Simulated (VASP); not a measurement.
# GaHBrF: harmonic vibrations of a molecule

GaHBrF, molecule in box, 4 atoms in the cell. PBE, harmonic vibrations; PAW potentials F, Ga_d, Br, H (PBE set).

## Input

INCAR.step1:
```
SYSTEM = GaHBrF
  ALGO = Normal
  EDIFF = 1E-8
  EDIFFG = -0.002
  ENCUT = 400
  IBRION = 2
  ISIF = 2
  ISMEAR = 0
  ISYM = 0
  LASPH = .True.
  LCHARG = .False.
  LREAL = .False.
  LWAVE = .False.
  NELM = 100
  NSW = 60
  POTIM = 0.5
  PREC = Accurate
  SIGMA = 0.01
```

INCAR.step2, as INCAR.step1 but for:
```
- EDIFFG = -0.002
- IBRION = 2
- ISIF = 2
- NSW = 60
- POTIM = 0.5
+ IBRION = 5
+ NFREE = 2
+ NSW = 1
+ POTIM = 0.015
```

KPOINTS:
```
k-points
0
Gamma
  1 1 1
```

POSCAR.step1:
```
GaHBrF
1.0
   13.0000000000      0.0000000000      0.0000000000
    0.0000000000     12.0000000000      0.0000000000
    0.0000000000      0.0000000000     11.0000000000
F Ga Br H
1 1 1 1
Direct
    0.3778884600      0.4546916700      0.5103727300
    0.5036192300      0.5039416700      0.4960454500
    0.6241115400      0.3840166700      0.5668727300
    0.5240192300      0.6194833300      0.4393090900
```

Commands (each step's output is kept before the next begins):
```
cat potpaw_PBE.64/F/POTCAR potpaw_PBE.64/Ga_d/POTCAR potpaw_PBE.64/Br/POTCAR potpaw_PBE.64/H/POTCAR > POTCAR
cp INCAR.step1 INCAR
cp POSCAR.step1 POSCAR
mpirun -np 4 vasp_gam > vasp.out
cp CONTCAR POSCAR
cp INCAR.step2 INCAR
mpirun -np 4 vasp_gam > vasp.out
```

## Result

- Vibrations (cm⁻¹; a negative value is imaginary): 2013, 645, 555, 432, 301, 145
- Zero-point energy (eV): 0.254
- Translations and rotations, which should read zero (cm⁻¹): -14, -5, -1, 2, 3, 15
- Vibrational entropy at 298 K (meV/K): 0.257
- Displaced cells: 24
- Ionic steps, all stages: 41
- Electronic steps, all stages: 721

VASP 6.6.1 took 657 s on 4 cores (AMD EPYC 7R13 (Zen 3)), a shared host.
